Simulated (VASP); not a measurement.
VASP runs on Tc (hcp) share one base input (PBE GGA, plane waves, VASP's PBE PAW potentials (set 64)) and change the settings named in each case.

**INCAR**
```
# general
SYSTEM  = Tc
PREC    = Accurate
ENCUT   = 400
LREAL   = F
LASPH   = T

# electronic loop
EDIFF   = 1E-6
NELM    = 100
ALGO    = Normal
LMAXMIX = 4

# smearing
ISMEAR  = 1
SIGMA   = 0.1

# functional
GGA     = PE

# ions
ISIF    = 2

# output
LWAVE   = F
LCHARG  = F
```

**KPOINTS**
```
Automatic mesh
0
Gamma
13 13 8
0 0 0
```

File POSCAR:
```
Tc
1
    1.3974000000    -2.4203680000     0.0000000000
    1.3974000000     2.4203680000     0.0000000000
    0.0000000000     0.0000000000     4.4778000000
Tc
2
Direct
  0.3333330000   0.6666670000   0.2500000000
  0.6666670000   0.3333330000   0.7500000000
```

POTCAR, in this order: Tc_pv (PBE.64 set). Program: vasp_std.

```json
[
 {"change": "base run", "E(σ→0) (eV/atom)": "-10.3171", "pressure (GPa)": "-14.41", "−TS (eV)": "0.0000", "irreducible k-points": "105"},
 {"change": "KPOINTS 2×2×1 Γ-centred mesh", "E(σ→0) (eV/atom)": "-10.5633", "pressure (GPa)": "-18.01", "−TS (eV)": "0.0030", "irreducible k-points": "2"},
 {"change": "KPOINTS 5×5×3 Γ-centred mesh", "E(σ→0) (eV/atom)": "-10.3769", "pressure (GPa)": "-15.56", "−TS (eV)": "0.0001", "irreducible k-points": "10"},
 {"change": "KPOINTS 7×7×4 Γ-centred mesh", "E(σ→0) (eV/atom)": "-10.3160", "pressure (GPa)": "-14.51", "−TS (eV)": "-0.0056", "irreducible k-points": "24"},
 {"change": "KPOINTS 9×9×6 Γ-centred mesh", "E(σ→0) (eV/atom)": "-10.3143", "pressure (GPa)": "-14.58", "−TS (eV)": "0.0013", "irreducible k-points": "48"},
 {"change": "KPOINTS 12×12×7 Γ-centred mesh", "E(σ→0) (eV/atom)": "-10.3161", "pressure (GPa)": "-14.49", "−TS (eV)": "0.0005", "irreducible k-points": "76"},
 {"change": "KPOINTS 14×14×9 Γ-centred mesh", "E(σ→0) (eV/atom)": "-10.3214", "pressure (GPa)": "-14.50", "−TS (eV)": "0.0012", "irreducible k-points": "120"}
]
```

Left out are runs that ran out of time, are held back, or changed the cell or the kind of run, fixed moments of cells without a moment, rows past the twelfth, gaps on odd meshes, pressures of charged cells and columns that move by less than the noise.

The compound is Tc in the hcp structure. The cell was not relaxed at this level.
